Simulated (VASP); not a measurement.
Data:

```xyz
1
Lattice="-3.1366 3.1366 3.1366 3.1366 -3.1366 3.1366 3.1366 3.1366 -3.1366" Properties=species:S:1:pos:R:3 pbc="T T T"
Cs     0.0000     0.0000     0.0000
```

Computed with RPBE GGA, VASP's PBE PAW potentials (set 64) (plane waves; VASP). Numerical set-up: 520 eV cut-off, 8×8×8 Γ-centred mesh, first-order Methfessel-Paxton smearing of 0.10 eV, potentials Cs_sv.

Unless said otherwise, spin-orbit coupling is left out, though it shifts the bands of the heavy elements here.

### Question
Predict the energy per atom (σ→0), band gap (on the k-mesh) with the smallest direct gap where there is one.

### Answer

```yaml
band gap (on the k-mesh): none (metal, semimetal or under 0.01 eV)
energy per atom (σ→0): -0.728 eV/atom
```

The compound is Cs in the bcc structure. This cell is one point of a volume scan, at 0.94 of the reference volume.
